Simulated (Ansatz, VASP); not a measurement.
# LaSc: VASP beside Ansatz

Contents of INCAR:

```
SYSTEM = LaSc
PREC     = Accurate       ! precision mode
ENCUT    = 600            ! plane-wave cutoff, eV
EDIFF    = 1E-6           ! SCF threshold, eV
ISMEAR   = -1             ! smearing method
SIGMA    = 0.05           ! smearing width, eV
LREAL    = .FALSE.        ! projectors in reciprocal space
LASPH    = .TRUE.         ! aspherical terms in the spheres
NELM     = 60             ! most SCF steps
ALGO     = Normal         ! electronic algorithm
ISIF     = 3              ! what is computed and relaxed
LWAVE    = .FALSE.        ! write WAVECAR
LCHARG   = .FALSE.        ! write CHGCAR
GGA      = PE             ! functional
IBRION   = 2              ! ionic algorithm
NSW      = 60             ! ionic steps
EDIFFG   = -0.005         ! ionic threshold
```

The input KPOINTS:

```
regular mesh
0
G
  7 7 7
  0 0 0
```

Contents of POSCAR:

```
LaSc
1.0
    3.9480400000      0.0000000000      0.0000000000
    0.0000000000      3.9480400000      0.0000000000
    0.0000000000      0.0000000000      3.9480400000
La Sc
1 1
Direct
    0.0000000000      0.0000000000      0.0000000000
    0.5000000000      0.5000000000      0.5000000000
```

File input.yaml:

```yaml
crystal:
  lattice:
    - [3.94804, 0.0, 0.0]
    - [0.0, 3.94804, 0.0]
    - [0.0, 0.0, 3.94804]
  atoms:
    - { symbol: La, position: [0.0, 0.0, 0.0] }
    - { symbol: Sc, position: [0.5, 0.5, 0.5] }
hamiltonian:
  xc: pbe
  pseudopotentials: { kind: paw }
kpoints:
  mp_grid: { grid: [7, 7, 7] }
scf:
  occupations: { method: fermi_dirac, width: 0.05 }
output:
  forces: true
  stress: true
  eigenvalues: true
relax:
  f_tol: 0.01
  max_steps: 40
  cell: { stress_tol: 0.05 }
```

The cell was built by a generator and needn't be a form met in nature.

Alike in both runs: task relaxation of cell and atoms; functional PBE; k mesh 7 × 7 × 7; occupations fermi-dirac, width 0.05 eV; no spin polarisation.

|  | VASP | Ansatz |
| --- | --- | --- |
| version | VASP 6.6.1 | Ansatz 0.2.0 |
| potentials or method | VASP PAW PBE potentials, release 54 (La, Sc_sv) | Ansatz PAW |
| plane-wave cutoff (eV) | 600 | 420 |
| valence electrons in the cell | 22 | 22 |

Ansatz gave:

```
gap on the k mesh at the Fermi level, each at its own relaxed structure (eV) : none
relaxed volume (Å³/atom)                                                     : 30.77
relaxed cell length with the largest relative difference (Å)                 : 3.948
```

Q: Estimate VASP's values.

A: gap on the k mesh at the Fermi level, each at its own relaxed structure (eV): none; relaxed volume (Å³/atom): 30.80; relaxed cell length with the largest relative difference (Å): 3.949.

A gap of «none» marks a metal or a gap that the smearing closes.

Caveats: the plane-wave basis is chosen anew once the cell has moved, so the energies of steps on either side of that aren't comparable (Ansatz). The runs have no spin-orbit coupling, so splittings on La are missing.
